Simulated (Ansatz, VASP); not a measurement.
**One calculation of As3O, two programs**

```
As O
1.0
     5.29264    0.00000    0.00000
    -2.64632    4.58356    0.00000
     0.00000    0.00000    5.24241
As O
6 2
Cartesian
  1.9599 0.0000 1.3106
  0.9800 1.6973 3.9318
  -0.9800 1.6973 1.3106
  3.3327 0.0000 3.9318
  1.6664 2.8862 1.3106
  -1.6664 2.8862 3.9318
  0.0000 0.0000 0.0000
  0.0000 0.0000 2.6212
```

Change from the starting cell: species swapped into the Cs3O type (P6_3/mcm, No. 193).

Alike in both runs: functional PBE; k mesh 6 × 6 × 4; occupations gaussian, width 0.1 eV; no spin polarisation.

Ansatz relaxed the structure, and its values are those at the end. VASP's run is a single point on that final structure, the one shown.

```csv
,VASP,Ansatz
version,VASP 6.6.1,Ansatz 0.2.0
potentials or method,"VASP PAW PBE potentials, release 64 (As, O)","scalar-relativistic, plane waves, PAW"
plane-wave cutoff (eV),520,420
valence electrons in the cell,42,102
```

|  | VASP | Ansatz | Ansatz less VASP |
| --- | --- | --- | --- |
| gap on the k mesh at the Fermi level (eV) | none | none | - |
| pressure (GPa) | 0.0 | 0.0 | +0.04 |

A gap of «none» marks a metal or a gap that the smearing closes. With one functional, cell and mesh, what is left measures potentials, basis and numerics. The two sets of potentials don't hold the same shells in valence.
